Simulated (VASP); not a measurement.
The system is BaZrP.

```xyz
3
Lattice="3.9001 0.0000 0.0000 0.0000 3.9001 0.0000 0.0000 0.0000 5.0168" Properties=species:S:1:pos:R:3 pbc="T T T"
Ba    1.9501    1.9501    0.0000
Zr    0.0000    0.0000    0.0000
P     0.0000    0.0000    2.5084
```

The cell was built by a generator and needn't be a form met in nature.

The cell isn't the ideal one: random cell by space group and Wyckoff sites (P4/mmm, No. 123).

| Quantity | Value |
| --- | --- |
| Program | VASP 6.6.1 |
| Task | relaxation of cell and atoms |
| Functional | PBE |
| Potentials or basis | VASP PAW PBE potentials, release 64 (Ba_sv, Zr_sv, P) |
| Cutoff | 600 eV |
| k mesh | 4 × 4 × 4 |
| Occupations | gaussian, width 0.1 eV |
| Spin | no spin polarisation |

At the start: pressure 13.4 GPa; volume 25.44 Å³/atom.

Problem. How do energy, volume and symmetry change on relaxing?

Solution. Over 9 steps the energy falls by 620.6 meV/atom and the volume is 38.55 Å³/atom (+51.5 %); space group P4/mmm (No. 123, to 0.05 Å).

The path:
```csv
step,energy change (eV),largest force (eV/Å),pressure (GPa),volume (Å³)
1,0.0000,0.0000,13.42,76.31
2,-1.7461,0.0000,3.08,101.20
3,-1.7860,0.0000,2.86,108.20
4,-1.6933,0.0000,-2.96,122.84
5,-1.8586,0.0000,0.09,113.74
6,-1.8587,0.0000,0.17,113.55
7,-1.8587,0.0000,0.22,113.45
8,-1.8608,0.0000,0.13,114.45
9,-1.8618,0.0000,0.05,115.64
```

Final structure:
```
Ba Zr P
1.0
     4.82565    0.00000    0.00000
     0.00000    4.82565    0.00000
     0.00000    0.00000    4.96587
Ba Zr P
1 1 1
Direct
  0.50000 0.50000 0.00000
  0.00000 0.00000 0.00000
  0.00000 0.00000 0.50000
```

Caveat: the k mesh is coarse (spacing up to 0.40 Å⁻¹), so the values aren't converged; the volume moved by over 15 % at a fixed basis, so the end points are rough.
